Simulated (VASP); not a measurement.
Wanted: the native input for a VASP 6.6.1 run.

```yaml
Task: dielectric tensor
Functional: r2SCAN
Potentials_or_basis: VASP PAW PBE potentials, release 64 (Hf_pv, O)
Cutoff: 520 eV
k_mesh: 8 × 8 × 8
Occupations: gaussian, width 0.02 eV
Spin: no spin polarisation
Further_INCAR_settings: ALGO = Normal; EDIFF = 1e-08
```

The structure of HfO2 lies in POSCAR:

```
HfO2
1.0
    0.0000000000      2.5093900000      2.5093900000
    2.5093900000      0.0000000000      2.5093900000
    2.5093900000      2.5093900000      0.0000000000
Hf O
1 2
Direct
    0.0000000000      0.0000000000      0.0000000000
    0.7500000000      0.7500000000      0.7500000000
    0.2500000000      0.2500000000      0.2500000000
```

Measurements of this composition are mostly on another form, of space group No. 14.

One way to write it, as run:

INCAR

```
SYSTEM = HfO2
ALGO = Normal
EDIFF = 1E-8
ENCUT = 520
ISIF = 2
ISMEAR = 0
LASPH = .True.
LCALCEPS = .True.
LCHARG = .False.
LMIXTAU = .True.
LREAL = .False.
LWAVE = .False.
METAGGA = R2SCAN
NELM = 80
PREC = Accurate
SIGMA = 0.02
```

KPOINTS

```
k-points
0
Gamma
  8 8 8
  0 0 0
```

Potentials or basis: VASP PAW PBE potentials, release 64 (Hf_pv, O).

Run with:

```bash
$ cat potpaw_PBE.64/Hf_pv/POTCAR potpaw_PBE.64/O/POTCAR > POTCAR
$ mpirun -np 1 vasp_std > vasp.out
```

Results of the run:

| Property | Result |
| --- | --- |
| Band gap on the k mesh | 4.38 eV, direct |
| Electronic dielectric tensor (diagonal) | 4.86 |
| Born charges (mean of the diagonal) | Hf +5.48; O -2.74 e |

Caveat: spin-orbit coupling is left out, which moves the levels of the heavy elements.

Run time: 45 min on 1 thread of AMD EPYC 9R45 96-Core Processor (Zen 5), with other jobs on the host, peak memory 0.4 GiB.
